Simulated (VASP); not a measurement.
**Ta under a change of volume**

How do stress and energy of Ta follow a change of volume?

Main program and level: VASP 6.6.1; r2SCAN; plane waves and PAW (Ta_pv), in the first sound run; inputs show where later runs differ.

### 1. Set-up

The structure is cubic, space group Im-3m (No. 229). The conventional cell has a = 3.310 Å, b = 3.310 Å, c = 3.310 Å, α = 90.00°, β = 90.00°, γ = 90.00°. Nearest to Ta lie 8 Ta at 2.87 Å.

Structure file:

```cif
data_structure
_symmetry_space_group_name_H-M 'P 1'
_symmetry_Int_Tables_number 1
_cell_length_a 2.8665
_cell_length_b 2.8665
_cell_length_c 2.8665
_cell_angle_alpha 109.471
_cell_angle_beta 109.471
_cell_angle_gamma 109.471
_cell_volume 18.13
loop_
_atom_site_label
_atom_site_type_symbol
_atom_site_fract_x
_atom_site_fract_y
_atom_site_fract_z
_atom_site_occupancy
Ta1 Ta 0.00000 0.00000 0.00000 1
```

### 2. Relax the crystal, r2SCAN

The series starts from the cell that this level prefers, so that zero strain is near zero stress.

Level: r2SCAN; plane waves and PAW (Ta_pv).

Input file INCAR:

```
SYSTEM = Ta
PREC = Accurate
ENCUT = 450
EDIFF = 1E-07
NELM = 120
ISMEAR = 1
SIGMA = 0.15
LREAL = .FALSE.
ALGO = Normal
METAGGA = R2SCAN
LASPH = .TRUE.
NBANDS = 11
LORBIT = 11
LWAVE = .FALSE.
LCHARG = .FALSE.
KPAR = 8
IBRION = 2
NSW = 40
ISIF = 3
EDIFFG = -0.005
POTIM = 0.4
```

Input file POSCAR:

```
Ta
1.0
   -1.6550000000      1.6550000000      1.6550000000
    1.6550000000     -1.6550000000      1.6550000000
    1.6550000000      1.6550000000     -1.6550000000
Ta
1
Direct
    0.0000000000      0.0000000000      0.0000000000
```

Input file KPOINTS:

```
Automatic mesh
0
Gamma
25 25 25
0 0 0
```

PAW data sets: Ta_pv (PBE family, release 64).

The run is started by

```
> mpirun -np 8 vasp_std
```

Output:

```text
[banner, memory and clock lines left out]
running    8 mpi-ranks, on    1 nodes
[...]
|                                                                             |
|           W    W    AA    RRRRR   N    N  II  N    N   GGGG   !!!           |
|           W    W   A  A   R    R  NN   N  II  NN   N  G    G  !!!           |
|           W    W  A    A  R    R  N N  N  II  N N  N  G       !!!           |
|           W WW W  AAAAAA  RRRRR   N  N N  II  N  N N  G  GGG   !            |
|           WW  WW  A    A  R   R   N   NN  II  N   NN  G    G                |
|           W    W  A    A  R    R  N    N  II  N    N   GGGG   !!!           |
|                                                                             |
|     For optimal performance we recommend to set                             |
|       NCORE = 2 up to number-of-cores-per-socket                            |
|     NCORE specifies how many cores store one orbital (NPAR=cpu/NCORE).      |
|     This setting can greatly improve the performance of VASP for DFT.       |
[...]
DAV:   2    -0.485799620095E+02    0.19045E-03   -0.23680E-04 10541   0.171E-01    0.484E-02
DAV:   3    -0.485799197425E+02    0.42267E-04   -0.12969E-04 10658   0.121E-01    0.189E-02
DAV:   4    -0.485799229062E+02   -0.31637E-05   -0.92409E-07 11046   0.114E-02    0.280E-03
DAV:   5    -0.485799229612E+02   -0.55041E-07   -0.64080E-08  6844   0.270E-03
   2 F= -.48579923E+02 E0= -.48579980E+02  d E =0.921528E-05
 trial-energy change:    0.000009  1 .order    0.000012   -0.000035    0.000058
 step:   0.4124(harm=  0.3761)  dis= 0.00000  next Energy=   -48.579940 (dE=-0.738E-05)
[...]
N       E                     dE             d eps       ncg     rms          rms(c)
DAV:   1    -0.485800212023E+02   -0.98296E-04   -0.27282E-03 10145   0.655E-01    0.841E-02
DAV:   2    -0.485799570519E+02    0.64150E-04   -0.82106E-05 10538   0.100E-01    0.283E-02
DAV:   3    -0.485799404999E+02    0.16552E-04   -0.44612E-05 10640   0.707E-02    0.111E-02
DAV:   4    -0.485799396450E+02    0.85487E-06   -0.32397E-07 11000   0.675E-03    0.165E-03
DAV:   5    -0.485799396289E+02    0.16070E-07   -0.20108E-08  5575   0.151E-03
   3 F= -.48579940E+02 E0= -.48580003E+02  d E =-.745239E-05
[...]
reached required accuracy - stopping structural energy minimisation
```

Elapsed: 43 s, on 8 MPI ranks of Intel Xeon 6975P-C (Granite Rapids), shared host; peak memory 1.4 GiB; 5.6 min of CPU time.

Lines that name or quote the potential files are left out of all logs, and their timing lines are given in words.

From OUTCAR (step 2):

```text
  Total        0.0019278      0.0019278      0.0019278      0.0000000      0.0000000      0.0000000
  in kB        0.1704854      0.1704854      0.1704854      0.0000000      0.0000000      0.0000000
  external PRESSURE =       0.1704854 kB  Pullay stress =       0.0000000 kB

 POSITION                                       TOTAL-FORCE (eV/Angst)
 -----------------------------------------------------------------------------------
      0.00000      0.00000     -0.00000         0.000000      0.000000     -0.000000
 -----------------------------------------------------------------------------------
    total drift:                               -0.000000     -0.000000      0.000000

  FREE ENERGIE OF THE ION-ELECTRON SYSTEM (eV)
  ---------------------------------------------------
  free  energy   TOTEN  =       -48.5799396289 eV

  energy  without entropy=      -48.5801302705  energy(sigma->0) =      -48.58000318

 reached required accuracy - stopping structural energy minimisation

[... 3 further parts left out ...]
[key lines of the parts left out:]
E-fermi :   5.2601
```

Numbers from this step:

| Quantity | Value |
| --- | --- |
| energy(sigma→0) of the program | -48.5800 eV |
| stress, compression positive | xx, yy, zz 0.02, 0.02, 0.02 GPa |
| volume | 18.117 Å³ |
| ionic steps | 3 |

### 3. Relax at fixed volume, r2SCAN

One member in full: the volume is scaled by 0.99, and the cell is held.

Level: r2SCAN; plane waves and PAW (Ta_pv).

Edit INCAR of step 2 so:

```diff
@@ -15,7 +15,8 @@
 LCHARG = .FALSE.
-KPAR = 8
+KPAR = 2
 IBRION = 2
 NSW = 40
-ISIF = 3
-EDIFFG = -0.005
+ISIF = 2
+EDIFFG = -0.004
 POTIM = 0.4
+MAXMIX = 40
```

Input file POSCAR:

```
Ta
1.0
   -1.6490082511      1.6490082511      1.6490082511
    1.6490082511     -1.6490082511      1.6490082511
    1.6490082511      1.6490082511     -1.6490082511
Ta
1
Direct
    0.0000000000      0.0000000000      0.0000000000
```

KPOINTS is that of step 2.

The run is started by

```
> mpirun -np 2 vasp_std
```

Output:

```text
[banner, memory and clock lines left out]
running    2 mpi-ranks, on    1 nodes
[...]
[... a notice as in an earlier step ...]

 LDA part: xc-table for (None), standard interpolation
 POSCAR, INCAR and KPOINTS ok, starting setup
[...]
entering main loop
       N       E                     dE             d eps       ncg     rms          rms(c)
DAV:   1     0.153128020165E+02    0.15313E+02   -0.59781E+03 10026   0.885E+02
DAV:   2    -0.509445412432E+02   -0.66257E+02   -0.64636E+02 11038   0.242E+02
DAV:   3    -0.518896877450E+02   -0.94515E+00   -0.92665E+00 12250   0.281E+01
DAV:   4    -0.518930199965E+02   -0.33323E-02   -0.33310E-02 11289   0.169E+00
[...]
DAV:  12    -0.485787126039E+02   -0.72175E-06   -0.24137E-07 10955   0.457E-03    0.254E-03
DAV:  13    -0.485787120789E+02    0.52495E-06   -0.12437E-07  6133   0.394E-03    0.700E-05
DAV:  14    -0.485787120862E+02   -0.72346E-08   -0.38055E-09  5239   0.743E-04
   1 F= -.48578712E+02 E0= -.48578715E+02  d E =-.485787E+02
[...]
reached required accuracy - stopping structural energy minimisation
```

Wall time 65 s (2 MPI ranks); peak memory 0.35 GiB.

Parts of OUTCAR (step 3):

```text
  Total        0.2346205      0.2346205      0.2346205     -0.0000000     -0.0000000      0.0000000
  in kB       20.9579103     20.9579103     20.9579103     -0.0000000     -0.0000000      0.0000000
  external PRESSURE =      20.9579103 kB  Pullay stress =       0.0000000 kB

 POSITION                                       TOTAL-FORCE (eV/Angst)
 -----------------------------------------------------------------------------------
      0.00000      0.00000      0.00000        -0.000000     -0.000000      0.000000
 -----------------------------------------------------------------------------------
    total drift:                                0.000000     -0.000000      0.000000

  FREE ENERGIE OF THE ION-ELECTRON SYSTEM (eV)
  ---------------------------------------------------
  free  energy   TOTEN  =       -48.5787120862 eV

  energy  without entropy=      -48.5787200907  energy(sigma->0) =      -48.57871475

[... 2 parts as in an earlier step ...]

[... 2 further parts left out ...]
[key lines of the parts left out:]
E-fermi :   5.3405
```

Read from the output:

| Item | Value |
| --- | --- |
| energy(sigma→0) of the program | -48.5787 eV |
| stress, compression positive | xx, yy, zz 2.10, 2.10, 2.10 GPa |
| ionic steps | 1 |

### 4. The table

The other members went through these steps as far as the tables show, with the same cutoff and, step by step, the same mesh; 8 runs are not shown. The session took 0.45 core hours (wall time by ranks) on a shared machine.

| volume over the relaxed volume | volume (Å³/atom) | pressure (GPa) | energy above the unstrained row, extrapolated to no smearing (meV/atom) |
| --- | --- | --- | --- |
| 0.940 | 17.030 | 13.893 | 45.721 |
| 0.960 | 17.393 | 8.877 | 19.954 |
| 0.980 | 17.755 | ? | ? |
| 0.990 | 17.936 | 2.096 | 1.285 |
| 1 | 18.117 | 0.015 | 0.000 |
| 1.010 | 18.299 | -1.980 | 1.030 |
| 1.020 | 18.480 | -3.890 | 4.279 |
| 1.040 | 18.842 | -7.460 | 17.050 |
| 1.060 | 19.204 | -10.713 | 37.562 |

### 5. A fit to the known rows

A least-squares cubic through the 8 rows shown, with u the logarithm of the volume ratio: pressure = 1.656 u³ + 334.6 u² − 203.6 u + 0.01285 (GPa), r.m.s. residual 0.0024 GPa.

For the withheld row, u = -0.02020, the fit gives 4.263 GPa.

### 6. Checking the prediction

The calculation gives 4.265 GPa, so the prediction is 0.002 GPa too low.

A cubic of the pressure in ln(V/V₀) through all rows has the slope −B at V₀: B = 204 GPa, and its curvature gives B′ = 3.3.

### 7. What came out

| Item | Value |
| --- | --- |
| error of the predicted pressure | -0.002 GPa |
| bulk modulus | 204 GPa |

These are static values: temperature and zero-point motion are left out. In a metal the slopes also depend on mesh and smearing, which were held through the series.

[Lines on the potential files, build, host, timing and source positions are cut from VASP's logs without a mark.]

[Logs are printed without paths, hosts, clocks, repeated set-up lines and the standing remarks that a program may print on its own settings, such as how far it seeks lower states.]

[Hosts, paths, dates, database ids (printed as entryN), source tags and the programs' standing remarks are cut or masked in the printed files.]

[In band tables of VASP the shares of atoms and orbitals are scaled to a sum of 1 inside the atoms' spheres.]
